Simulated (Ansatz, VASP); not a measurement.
## One calculation of GeOs3, two programs

```
CELL_PARAMETERS angstrom
3.88098 0.00000 0.00000
0.00000 3.88098 0.00000
0.00000 0.00000 3.88098
ATOMIC_POSITIONS crystal
Ge 0.00000 0.00000 0.00000
Os 0.50000 0.00000 0.50000
Os 0.00000 0.50000 0.50000
Os 0.50000 0.50000 0.00000
```

Change from the starting cell: species swapped into the HoPd3 type (Pm-3m, No. 221).

Alike in both runs: functional PBE; k mesh 4 × 4 × 4; occupations gaussian, width 0.1 eV; no spin polarisation.

Ansatz relaxed the structure, and its values are those at the end. VASP's run is a single point on that final structure, the one shown.

```csv
,VASP,Ansatz
version,VASP 6.6.1,Ansatz 0.2.0
potentials or method,"VASP PAW PBE potentials, release 64 (Ge_d, Os)","scalar-relativistic, plane waves, PAW"
plane-wave cutoff (eV),520,420
valence electrons in the cell,38,62
```

VASP gave:

```
gap on the k mesh at the Fermi level (eV) : none
pressure (GPa)                            : 0.4
```

**Question.** Estimate Ansatz's values.

**Answer.** gap on the k mesh at the Fermi level (eV): none; pressure (GPa): 0.0.

A gap of «none» marks a metal or a gap that the smearing closes. With one functional, cell and mesh, what is left measures potentials, basis and numerics. The two sets of potentials don't hold the same shells in valence.

Caveats: the k mesh is coarse (spacing up to 0.40 Å⁻¹), so the values aren't converged. Spin-orbit coupling is left out, which matters for the levels of Os.
